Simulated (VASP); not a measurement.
VASP input:

INCAR:
```
! general
SYSTEM =RuS
PREC   =Accurate
ENCUT  =400   ! plane-wave cut-off (eV)
LREAL  =.FALSE.   ! projection in real space or not
LASPH  =.TRUE.   ! aspherical one-centre terms

! electronic loop
EDIFF  =1E-6   ! SCF stop (eV)
NELM   =100   ! most electronic steps
ALGO   =Normal
LMAXMIX=4   ! l cut-off of mixed one-centre charges

! smearing
ISMEAR =1   ! Methfessel-Paxton
SIGMA  =0.1

! functional
GGA    =PS

! ions
IBRION =2   ! conjugate gradients
NSW    =60
ISIF   =3
EDIFFG =-0.01   ! ionic stop

! output
LWAVE  =.FALSE.
LCHARG =.FALSE.
```

File POSCAR:
```
RuS
1.0
  3.2630000000   0.0000000000   0.0000000000
  0.0000000000   3.2630000000   0.0000000000
  0.0000000000   0.0000000000   3.2630000000
Ru S
1 1
Cartesian
  0.0000000000   0.0000000000   0.0000000000
  1.6315000000   1.6315000000   1.6315000000
```

**KPOINTS**
```
Automatic mesh
0
Gamma
10 10 10
0 0 0
```

POTCAR, in this order: Ru_pv S (PBE.64 set). Program: vasp_std.

Problem. Translate this PBEsol calculation to Ansatz.

Solution. One equivalent input (not run):
Ansatz 0.2 input:
```yaml
crystal:
  lattice:
    - [3.2630000, 0.0000000, 0.0000000]
    - [0.0000000, 3.2630000, 0.0000000]
    - [0.0000000, 0.0000000, 3.2630000]
  atoms:
    - { symbol: Ru, position: [0.0000000, 0.0000000, 0.0000000] }
    - { symbol: S, position: [0.5000000, 0.5000000, 0.5000000] }
kpoints:
  mp_grid: { grid: [10, 10, 10] }
hamiltonian:
  xc: pbesol
  pseudopotentials: { kind: paw }
scf:
  occupations: { method: methfessel_paxton, width: 0.1 }
  max_iter: 100
relax:
  max_steps: 60
  f_tol: 0.01
  cell: {}
output: { forces: true, stress: true, eigenvalues: true }
```
The two are equivalent in intent, not identical: each code has its own PAW files, so the cut-off isn't converted (ENCUT is set for VASP's; basis.ecutwfc is left out, and Ansatz then takes the one that its files recommend); Ansatz stops its SCF on the density residual and VASP on the energy change (EDIFF).

The structure was generated: RuS was put into the CsCl type type (Pm-3m), which need not be its known phase. This run relaxes it. Symmetry was kept, so distortions that lower it aren't found.
